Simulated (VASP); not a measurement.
Energy against volume of K (bcc). Calculation: PW91 GGA, VASP's PBE PAW potentials (set 64) (plane waves; VASP). Run with 520 eV cut-off, 10×10×10 Γ-centred mesh, first-order Methfessel-Paxton smearing of 0.10 eV, potentials K_sv.

| V (Å³/atom) | E (eV/atom) |
|---|---|
| 71.391 | -1.04286 |
| 73.599 | -1.04379 |
| 75.807 | -1.04324 |
| 78.015 | -1.04141 |

Problem. Fit these four points and predict the energy of the run at 69.183 Å³/atom.

Solution. A cubic in V^(−2/3), the third-order Birch-Murnaghan form, passes through the four points with V0 = 73.83 Å³/atom and B0 = 4 GPa, and gives -1.0402 eV/atom there. The run gave -1.0402 eV/atom, -0.0 meV/atom from the fit; all five points give B0 = 4 GPa.

The compound is K in the bcc structure. It was relaxed first.
